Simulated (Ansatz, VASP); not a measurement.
Given: the input of a run of Ansatz 0.2.0 on RhCl2.

File input.yaml:

```yaml
crystal:
  lattice:
    - [5.6517841111, 0.0, 0.0]
    - [0.0, 5.6517841111, 0.0]
    - [0.0, 0.0, 3.7033436487]
  atoms:
    - { symbol: Rh, position: [0.5, 0.5, 0.5] }
    - { symbol: Rh, position: [0.0, 0.0, 0.0] }
    - { symbol: Cl, position: [0.80262, 0.19738, 0.5] }
    - { symbol: Cl, position: [0.19738, 0.80262, 0.5] }
    - { symbol: Cl, position: [0.69738, 0.69738, 0.0] }
    - { symbol: Cl, position: [0.30262, 0.30262, 0.0] }
hamiltonian:
  xc: pbe
  pseudopotentials: { kind: paw }
kpoints:
  mp_grid: { grid: [5, 5, 7] }
scf:
  occupations: { method: fermi_dirac, width: 0.05 }
output:
  forces: true
  stress: true
  eigenvalues: true
```

Potentials or basis: Ansatz PAW.

Command:

```console
$ ansatz run input.yaml --threads 2 --pin off --max-ram 5120MiB --backend cpu --events-out ev --progress --plain --runs-dir out
```

Task: Set up the same calculation for VASP 6.6.1. Potentials there: VASP PAW PBE potentials, release 64 (Rh_pv, Cl).

Result: As run (the cutoff follows the program's own potentials):

The input INCAR:

```
PREC = Accurate ; ENCUT = 520
EDIFF = 1E-7 ; ISMEAR = -1
SIGMA = 0.05 ; LREAL = F
LASPH = T ; NELM = 80
ALGO = Normal ; ISIF = 2
LWAVE = F ; LCHARG = F
GGA = PE ; NBANDS = 38
```

KPOINTS

```
Automatic mesh
0
Gamma
  5 5 7
```

File POSCAR:

```
RhCl2
1.0
    5.6517841111      0.0000000000      0.0000000000
    0.0000000000      5.6517841111      0.0000000000
    0.0000000000      0.0000000000      3.7033436487
Rh Cl
2 4
Direct
    0.5000000000      0.5000000000      0.5000000000
    0.0000000000      0.0000000000      0.0000000000
    0.8026200000      0.1973800000      0.5000000000
    0.1973800000      0.8026200000      0.5000000000
    0.6973800000      0.6973800000      0.0000000000
    0.3026200000      0.3026200000      0.0000000000
```

Potentials or basis: VASP PAW PBE potentials, release 64 (Rh_pv, Cl).

Command:

```bash
$ cat potpaw_PBE.64/Rh_pv/POTCAR potpaw_PBE.64/Cl/POTCAR > POTCAR
$ mpirun -np 1 vasp_std > vasp.out
```

Both were run:

|  | VASP | Ansatz | Ansatz less VASP |
| --- | --- | --- | --- |
| gap on the k mesh at the Fermi level (eV) | none | none | - |
| pressure (GPa) | 0.9 | 1.0 | +0.10 |
| largest component of the traceless stress (GPa) | 0.25 | 0.26 | +0.012 |
| rms of the force components (eV/Å) | 0.011 | 0.011 | 0.0000 |

Atom by atom the forces differ by 0.000 eV/Å (rms over components). A gap of «none» marks a metal or a gap that the smearing closes. The functional is the same, so the differences come from potentials, cutoffs and numerics. The two sets of potentials don't hold the same shells in valence.
